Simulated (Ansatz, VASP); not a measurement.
## NbB2 in VASP and in Ansatz

The input INCAR:

```
PREC = Accurate
ENCUT = 520
EDIFF = 1E-7
ISMEAR = 0
SIGMA = 0.15
LREAL = False
LASPH = True
NELM = 60
ALGO = Normal
ISIF = 2
LWAVE = False
LCHARG = False
NBANDS = 16
```

Contents of KPOINTS:

```
Automatic mesh
0
Gamma
  18 18 14
```

File POSCAR:

```
NbB2
1.0
    2.9183819260      0.0000000000      0.0000000000
   -1.4591909630      2.5273928859      0.0000000000
    0.0000000000      0.0000000000      3.4453877630
Nb B
1 2
Direct
    0.0000000000      0.0000000000      0.0000000000
    0.3333333333      0.6666666667      0.5000000000
    0.6666666667      0.3333333333      0.5000000000
```

Input for Ansatz:

```yaml
crystal:
  lattice:
    - [2.918381926, 0.0, 0.0]
    - [-1.459190963, 2.5273928859, 0.0]
    - [0.0, 0.0, 3.445387763]
  atoms:
    - { symbol: Nb, position: [0.0, 0.0, 0.0] }
    - { symbol: B, position: [0.3333333333, 0.6666666667, 0.5] }
    - { symbol: B, position: [0.6666666667, 0.3333333333, 0.5] }
basis:
  ecutwfc: 420
kpoints:
  mp_grid: { grid: [18, 18, 14] }
hamiltonian:
  xc: lda
scf:
  occupations: { method: gaussian, width: 0.15 }
output:
  forces: true
  stress: true
  eigenvalues: true
```

Change from the starting cell: strain -0.050 along x and y, +0.050 along z, atoms carried along.

Alike in both runs: task single point; functional LDA; k mesh 18 × 18 × 14; occupations gaussian, width 0.15 eV; no spin polarisation.

|  | VASP | Ansatz |
| --- | --- | --- |
| version | VASP 6.6.1 | Ansatz 0.2.0 |
| potentials or method | VASP PAW LDA potentials, release 64 (Nb_sv, B) | scalar-relativistic, plane waves, PAW |
| plane-wave cutoff (eV) | 520 | 420 |
| valence electrons in the cell | 19 | 19 |

VASP gave:

```
gap on the k mesh at the Fermi level (eV)       : none
pressure (GPa)                                  : 21.8
largest component of the traceless stress (GPa) : 19.20
```

Task: Estimate Ansatz's values.

Result: gap on the k mesh at the Fermi level (eV): none; pressure (GPa): 21.7; largest component of the traceless stress (GPa): 19.02.

A gap of «none» marks a metal or a gap that the smearing closes.

Caveats: so large a pressure means that the cell lies far from this level's equilibrium, or that cutoff or potentials fall short (VASP).
